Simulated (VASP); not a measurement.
Given:

```yaml
crystal:
  lattice:
    - [-3.82226, 3.82226, 3.07552]
    - [3.82226, -3.82226, 3.07552]
    - [3.82226, 3.82226, -3.07552]
  atoms:
    - { symbol: Ge, position: [0.15800, 0.65800, 0.81600] }
    - { symbol: Ge, position: [0.34200, 0.15800, 0.50000] }
    - { symbol: Ge, position: [0.65800, 0.84200, 0.50000] }
    - { symbol: Ge, position: [0.84200, 0.34200, 0.18400] }
    - { symbol: Hf, position: [0.75000, 0.75000, 0.00000] }
    - { symbol: Hf, position: [0.25000, 0.25000, 0.00000] }
```

The numbers are results of PBE GGA, VASP's PBE PAW potentials (set 64) (plane waves; VASP), not measurements. Run with 300 eV cut-off, 3×3×3 Γ-centred mesh, Fermi-Dirac smearing of 0.10 eV, potentials Ge_d Hf_pv.

**Question.** Give the energies of bands 31 to 44 at the high-symmetry points, in eV from the Fermi level.

**Answer.** 
```tsv
band	Γ	X	M	Z	P	N
31	-2.42	-2.96	-4.52	-4.33	-2.41	-2.86
32	-1.87	-2.02	-3.16	-2.70	-2.41	-2.86
33	-1.87	-1.67	-1.81	-1.81	-1.18	-1.57
34	-1.65	-1.56	-1.81	-1.81	-1.18	-1.57
35	-0.85	-1.46	-0.81	-1.65	-1.16	-0.72
36	-0.83	-1.32	-0.60	-0.09	-1.16	-0.72
37	-0.83	-0.91	-0.29	0.01	-0.45	0.09
38	-0.64	-0.34	-0.01	0.41	-0.45	0.09
39	-0.59	-0.14	1.15	0.79	0.66	0.49
40	-0.20	0.70	1.66	1.30	0.66	0.49
41	0.55	0.71	1.76	1.30	0.91	1.17
42	1.31	1.50	1.83	1.57	0.91	1.17
43	1.31	2.11	1.83	1.71	1.72	2.04
44	1.88	2.25	2.02	2.28	1.72	2.04
```

It has no gap at this level: it comes out as a metal or semimetal.

The structure was generated: HfGe2 was put into an ordered model structure, which need not be its known phase. The cell was not relaxed at this level. The k-mesh is coarse (spacing up to 0.44 per Å, 2π included), so the numbers may not be converged in it.
